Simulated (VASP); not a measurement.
Input of a VASP 6.6.1 run:

INCAR

```
SYSTEM = GaGeO3
PREC = Accurate ; ENCUT = 520
EDIFF = 1E-6 ; ISMEAR = 0
SIGMA = 0.0885 ; LREAL = .False.
LASPH = .True. ; NELM = 100
ALGO = Fast ; ISIF = 2
LWAVE = .False. ; LCHARG = .False.
GGA = PE ; NBANDS = 56
NELECT = 89.0
```

File KPOINTS:

```
Automatic mesh
0
Gamma
  4 4 4
  0 0 0
```

File POSCAR:

```
GaGeO3
1.0
    2.4826130000      4.3000060000      0.0000000000
   -2.4826130000      4.3000060000      0.0000000000
    0.0000000000     -2.8666700000      5.1387510000
Ga Ge O
2 2 6
Direct
    0.0000000000      0.0000000000      0.0000000000
    0.5000000000      0.5000000000      0.5000000000
    0.2500000000      0.2500000000      0.7500000000
    0.7500000000      0.7500000000      0.2500000000
    0.5520100000      0.2500000000      0.7500000000
    0.9479900000      0.5520100000      0.7500000000
    0.2500000000      0.9479900000      0.7500000000
    0.4479900000      0.7500000000      0.2500000000
    0.0520100000      0.4479900000      0.2500000000
    0.7500000000      0.0520100000      0.2500000000
```

Potentials or basis: VASP PAW PBE potentials, release 64 (Ga_d, Ge_d, O).

Command:

```bash
$ cat potpaw_PBE.64/Ga_d/POTCAR potpaw_PBE.64/Ge_d/POTCAR potpaw_PBE.64/O/POTCAR > POTCAR
$ mpirun -np 1 vasp_std > vasp.out
```

**Question.** Predict the largest force.

**Answer.** 13.492 eV/Å.

**Question.** Predict the band gap on the k mesh.

**Answer.** None (metal or under the smearing width).

Forces in eV/Å, atoms in the order of the input:
```
Ga    0.000   0.000   0.000
Ga    0.000   0.000   0.000
Ge    0.000   0.000   0.000
Ge    0.000   0.000   0.000
O     6.746  11.685   0.000
O   -13.492   0.000   0.000
O     6.746 -11.685   0.000
O    -6.746 -11.685   0.000
O    13.492   0.000   0.000
O    -6.746  11.685   0.000
```

Caveat: the k mesh is coarse (spacing up to 0.38 Å⁻¹), so the values aren't converged; the cell carries a net charge on a neutralising background, which shifts energy and pressure; the cell is charged against a uniform background, so pressure and absolute levels hang on convention; an odd number of electrons without spin polarisation forces a metal; a magnetic or distorted state may lie lower.
